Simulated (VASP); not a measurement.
These are PBE0 hybrid, VASP's PBE PAW potentials (set 64) (plane waves; VASP) values and carry that method's errors.

VASP ran on this input.

### KPOINTS
```
Automatic mesh
0
Gamma
3 3 3
0 0 0
```

POSCAR:
```
CsBr
4.325620
  1.0000000000   0.0000000000   0.0000000000
  0.0000000000   1.0000000000   0.0000000000
  0.0000000000   0.0000000000   1.0000000000
Cs Br
1 1
Cart
 -0.0007860000  -0.0104460000  -0.0042210000
  0.5007860000   0.5104460000   0.5042210000
```

INCAR:
```
SYSTEM = CsBr
PREC = Accurate
ENCUT = 300
EDIFF = 1E-6
NELM = 100
ALGO = Normal
LREAL = .FALSE.
LASPH = .TRUE.
ISMEAR = 0
SIGMA = 0.01
GGA = PE
AEXX = 0.25
HFRCUT = -1
LHFCALC = .TRUE.
PRECFOCK = Fast
ISYM = 3
LMAXMIX = 4
LWAVE = .FALSE.
LCHARG = .FALSE.
ISIF = 2
```

POTCAR, in this order: Cs_sv Br (PBE.64 set). Program: vasp_std.

Gaps are read on the run's mesh, which can miss a band edge. Unless said otherwise, spin-orbit coupling is left out, though it shifts the bands of the heavy elements here.

Predict the energy per atom (σ→0), largest force, band gap (on the k-mesh).

* **energy per atom (σ→0)**: -3748 meV/atom
* **band gap (on the k-mesh)**: 6.30 eV
* **largest force**: 0.072 eV/Å

**OSZICAR**
```
...
DAV:  14    -0.749553762170E+01   -0.23947E-04   -0.30460E-05   440   0.446E-02    0.339E-02
DAV:  15    -0.749555347858E+01   -0.15857E-04   -0.13811E-05   440   0.299E-02    0.227E-02
DAV:  16    -0.749556279291E+01   -0.93143E-05   -0.60739E-06   420   0.201E-02    0.153E-02
DAV:  17    -0.749556791233E+01   -0.51194E-05   -0.26726E-06   428   0.135E-02    0.104E-02
DAV:  18    -0.749557061307E+01   -0.27007E-05   -0.11269E-06   308   0.920E-03    0.697E-03
DAV:  19    -0.749557200820E+01   -0.13951E-05   -0.65639E-07   316   0.692E-03    0.480E-03
DAV:  20    -0.749557272926E+01   -0.72106E-06   -0.28087E-07   308   0.442E-03
   1 F= -.74955727E+01 E0= -.74955727E+01  d E =-.253387E-14
```

The structure comes from a computed database's CsBr entry; how it stands against other phases isn't given here. The cell was not relaxed at this level, atoms are displaced from their ideal sites. The k-mesh is coarse (spacing up to 0.48 per Å, 2π included), so the numbers may not be converged in it. The run is one of a series of settings (KPOINTS 3×3×3 Γ-centred mesh against the base run), some of them coarse on purpose.
